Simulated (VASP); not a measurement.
All values below come from PBE GGA, VASP's PBE PAW potentials (set 64) (plane waves; VASP 6.6.1).

The input files of a VASP run:

**POSCAR**
```
NaCl
1.0
  0.0000000000   2.8422154629   2.8422154629
  2.8422154629   0.0000000000   2.8422154629
  2.8422154629   2.8422154629   0.0000000000
Na Cl
1 1
Direct
  0.0000000000   0.0000000000   0.0000000000
  0.5000000000   0.5000000000   0.5000000000
```

### INCAR
```
ALGO = Fast
EDIFF = 1E-5
EDIFFG = -0.03
ENCUT = 400
GGA = PE
IBRION = 2
ISIF = 2
ISMEAR = 0
LASPH = .TRUE.
LCHARG = .FALSE.
LREAL = .FALSE.
LWAVE = .FALSE.
NELM = 100
NELMIN = 4
NSW = 20
PREC = Normal
SIGMA = 0.05
SYSTEM = NaCl
```

KPOINTS:
```
Automatic mesh
0
Gamma
9 9 9
0 0 0
```

POTCAR, in this order: Na_pv Cl (PBE.64 set). Program: vasp_std.

Output of the run:

OSZICAR:
```
       N       E                     dE             d eps       ncg     rms          rms(c)
DAV:   1     0.838241183943E+02    0.83824E+02   -0.65017E+03   795   0.105E+03
DAV:   2    -0.364431021724E+00   -0.84189E+02   -0.78359E+02   921   0.253E+02
DAV:   3    -0.685057730192E+01   -0.64861E+01   -0.64518E+01   935   0.720E+01
DAV:   4    -0.697758862289E+01   -0.12701E+00   -0.12691E+00   865   0.110E+01
DAV:   5    -0.698076041352E+01   -0.31718E-02   -0.31716E-02   981   0.169E+00    0.211E+00
RMM:   6    -0.678236176445E+01    0.19840E+00   -0.29415E-01   780   0.296E+00    0.149E+00
RMM:   7    -0.677301522000E+01    0.93465E-02   -0.17035E-01   772   0.215E+00    0.111E+00
RMM:   8    -0.678016253028E+01   -0.71473E-02   -0.15702E-02   816   0.141E+00    0.501E-01
RMM:   9    -0.677787271157E+01    0.22898E-02   -0.24784E-03   884   0.509E-01    0.238E-01
RMM:  10    -0.677774154632E+01    0.13117E-03   -0.13145E-03   821   0.271E-01    0.414E-02
RMM:  11    -0.677780658308E+01   -0.65037E-04   -0.45804E-04   827   0.168E-01    0.602E-02
RMM:  12    -0.677780122082E+01    0.53623E-05   -0.46090E-05   746   0.733E-02
   1 F= -.67778012E+01 E0= -.67778012E+01  d E =-.677780E+01
```

**OUTCAR**
```
------------------------ aborting loop because EDIFF is reached ----------------------------------------
  FORCE on cell =-STRESS in cart. coord.  units (eV):
  Direction    XX          YY          ZZ          XY          YZ          ZX
  --------------------------------------------------------------------------------------
  Total       -0.0698878     -0.0698878     -0.0698878     -0.0000000     -0.0000000      0.0000000
  in kB       -2.4384325     -2.4384325     -2.4384325     -0.0000000     -0.0000000      0.0000000
  external PRESSURE =      -2.4384325 kB  Pullay stress =       0.0000000 kB
  volume of cell :       45.92
      direct lattice vectors                 reciprocal lattice vectors
     0.000000000  2.842215463  2.842215463    -0.175919105  0.175919105  0.175919105
     2.842215463  0.000000000  2.842215463     0.175919105 -0.175919105  0.175919105
     2.842215463  2.842215463  0.000000000     0.175919105  0.175919105 -0.175919105
  FREE ENERGIE OF THE ION-ELECTRON SYSTEM (eV)
  ---------------------------------------------------
  free  energy   TOTEN  =        -6.7778012208 eV

  energy  without entropy=       -6.7778012208  energy(sigma->0) =       -6.77780122

 reached required accuracy - stopping structural energy minimisation
```
(Selected blocks of OUTCAR.)

The compound is NaCl in the rock salt structure. It was relaxed first.
